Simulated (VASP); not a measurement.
Data:

```
Ti
1.0
    1.45894    -2.52696     0.00000
    1.45894     2.52696     0.00000
    0.00000     0.00000     4.63081
Ti
2
Cartesian
  1.45894   0.84232   1.15770
  1.45894  -0.84232   3.47311
```

All values below come from optB88-vdW, VASP's PBE PAW potentials (set 64) (plane waves; VASP). Numerical set-up: 520 eV cut-off, 16×16×9 Γ-centred mesh, tetrahedra with Blöchl corrections, potentials Ti_sv.

Question: Predict the energy per atom (σ→0), band gap (on the k-mesh) with the smallest direct gap where there is one.

Answer: 
```
Item                                                         Value
------------------------  ----------------------------------------
band gap (on the k-mesh)  none (metal, semimetal or under 0.01 eV)
energy per atom (σ→0)                               -4793 meV/atom
```

The absolute energy has meaning only against runs of the same code, potentials and settings.

The compound is Ti in the hcp structure. It was relaxed first.
